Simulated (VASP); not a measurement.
Output of a VASP run:

**OSZICAR**
```
       N       E                     dE             d eps       ncg     rms          rms(c)
DAV:   1     0.159273899655E+03    0.15927E+03   -0.15127E+04  7056   0.242E+03
DAV:   2    -0.349911722166E+02   -0.19427E+03   -0.19219E+03  7056   0.453E+02
DAV:   3    -0.528512315161E+02   -0.17860E+02   -0.17676E+02  8116   0.142E+02
DAV:   4    -0.534000986650E+02   -0.54887E+00   -0.54769E+00  8062   0.271E+01
DAV:   5    -0.534230518586E+02   -0.22953E-01   -0.22950E-01  9624   0.505E+00    0.380E+00
DAV:   6    -0.493666331469E+02    0.40564E+01   -0.14253E+00  7502   0.221E+01    0.181E+00
DAV:   7    -0.488350170472E+02    0.53162E+00   -0.38424E-01  7500   0.734E+00    0.900E-01
DAV:   8    -0.492269157450E+02   -0.39190E+00   -0.26495E-01  7078   0.433E+00    0.469E-01
DAV:   9    -0.492401452553E+02   -0.13230E-01   -0.37096E-02  7330   0.152E+00    0.877E-02
DAV:  10    -0.492389719667E+02    0.11733E-02   -0.28017E-02  7172   0.152E+00    0.815E-02
DAV:  11    -0.492472742264E+02   -0.83023E-02   -0.10659E-02  7142   0.746E-01    0.366E-02
DAV:  12    -0.492474644179E+02   -0.19019E-03   -0.33244E-04  7476   0.146E-01    0.195E-02
DAV:  13    -0.492476041761E+02   -0.13976E-03   -0.12965E-04  7530   0.144E-01    0.534E-03
DAV:  14    -0.492475994172E+02    0.47589E-05   -0.54730E-05  7288   0.993E-02    0.630E-03
DAV:  15    -0.492476085705E+02   -0.91532E-05   -0.19594E-05  7148   0.601E-02    0.399E-03
DAV:  16    -0.492476088498E+02   -0.27932E-06   -0.14093E-06  5842   0.139E-02
   1 F= -.49247609E+02 E0= -.49247504E+02  d E =-.492476E+02
       N       E                     dE             d eps       ncg     rms          rms(c)
DAV:   1    -0.492518005462E+02   -0.41920E-02   -0.95022E-02  7726   0.542E+00    0.350E-01
DAV:   2    -0.492484432574E+02    0.33573E-02   -0.57310E-03  8920   0.132E+00    0.159E-01
DAV:   3    -0.492475365613E+02    0.90670E-03   -0.24966E-03  9242   0.833E-01    0.222E-02
DAV:   4    -0.492475349257E+02    0.16356E-05   -0.55720E-04  7188   0.184E-01    0.908E-03
DAV:   5    -0.492476196143E+02   -0.84689E-04   -0.32667E-05  7220   0.424E-02    0.647E-03
DAV:   6    -0.492476425185E+02   -0.22904E-04   -0.12149E-05  5672   0.249E-02    0.394E-03
DAV:   7    -0.492476400476E+02    0.24709E-05   -0.43527E-06  5560   0.262E-02    0.220E-03
DAV:   8    -0.492476472231E+02   -0.71755E-05   -0.18660E-06  5536   0.153E-02    0.145E-03
DAV:   9    -0.492476435224E+02    0.37008E-05   -0.12613E-06  4998   0.128E-02    0.845E-04
DAV:  10    -0.492476449608E+02   -0.14384E-05   -0.14143E-07  3606   0.520E-03    0.117E-04
DAV:  11    -0.492476448914E+02    0.69412E-07   -0.27487E-08  3584   0.256E-03
   2 F= -.49247645E+02 E0= -.49247544E+02  d E =-.360416E-04
```

**OUTCAR**
```
------------------------ aborting loop because EDIFF is reached ----------------------------------------
  FORCE on cell =-STRESS in cart. coord.  units (eV):
  Direction    XX          YY          ZZ          XY          YZ          ZX
  --------------------------------------------------------------------------------------
  Total        0.0285089      0.0285089      0.0232863      0.0000000      0.0000000      0.0000000
  in kB        0.8298817      0.8298817      0.6778536      0.0000000      0.0000000      0.0000000
  external PRESSURE =       0.7792057 kB  Pullay stress =       0.0000000 kB
  volume of cell :       55.04
      direct lattice vectors                 reciprocal lattice vectors
    -2.927442238  2.927442238  1.605604195     0.000000000  0.170797563  0.311409251
     2.927442238 -2.927442238  1.605604195     0.170797563  0.000000000  0.311409251
     2.927442238  2.927442238 -1.605604195     0.170797563  0.170797563  0.000000000
 POSITION                                       TOTAL-FORCE (eV/Angst)
 -----------------------------------------------------------------------------------
      2.92744      0.00000      0.80280         0.000000     -0.000000      0.000000
      2.92744      2.92744      1.60560        -0.000000      0.000000     -0.000000
 -----------------------------------------------------------------------------------
    total drift:                                0.000000     -0.000000      0.000000
  FREE ENERGIE OF THE ION-ELECTRON SYSTEM (eV)
  ---------------------------------------------------
  free  energy   TOTEN  =       -49.2476448914 eV

  energy  without entropy=      -49.2473420271  energy(sigma->0) =      -49.24754394

 reached required accuracy - stopping structural energy minimisation
```
(Selected blocks of OUTCAR.)

File POSCAR:
```
Sn
1
   -2.9309130607     2.9309130607     1.6078793520
    2.9309130607    -2.9309130607     1.6078793520
    2.9309130607     2.9309130607    -1.6078793520
Sn
2
Direct
  0.2500000000   0.7500000000   0.5000000000
  0.0000000000   0.0000000000   0.0000000000
```

Write an INCAR and KPOINTS that could have produced this output.

Several could match; the one computed here: the input of the run itself, r2SCAN meta-GGA, plane waves, VASP's PBE PAW potentials (set 64).

### INCAR
```
LCHARG  =  .False.
SYSTEM  =  Sn
NELM  =  100   ! most electronic steps
SIGMA  =  0.1
ISMEAR  =  1
ISIF  =  3
EDIFFG  =  -0.02
LASPH  =  .True.   ! aspherical one-centre terms
LMIXTAU  =  .True.
IBRION  =  2   ! conjugate gradients
EDIFF  =  1E-6
ENCUT  =  500   ! plane-wave cut-off (eV)
LMAXMIX  =  4   ! l cut-off of mixed one-centre charges
METAGGA  =  R2SCAN
LREAL  =  .False.
NSW  =  40
PREC  =  Accurate
LWAVE  =  .False.
ALGO  =  Normal
```

### KPOINTS
```
kpoints
0
gamma
  13 13 13
```

POTCAR, in this order: Sn_d (PBE.64 set). Program: vasp_std.

The compound is Sn in the beta structure. This run relaxes it. Symmetry was kept, so distortions that lower it aren't found.
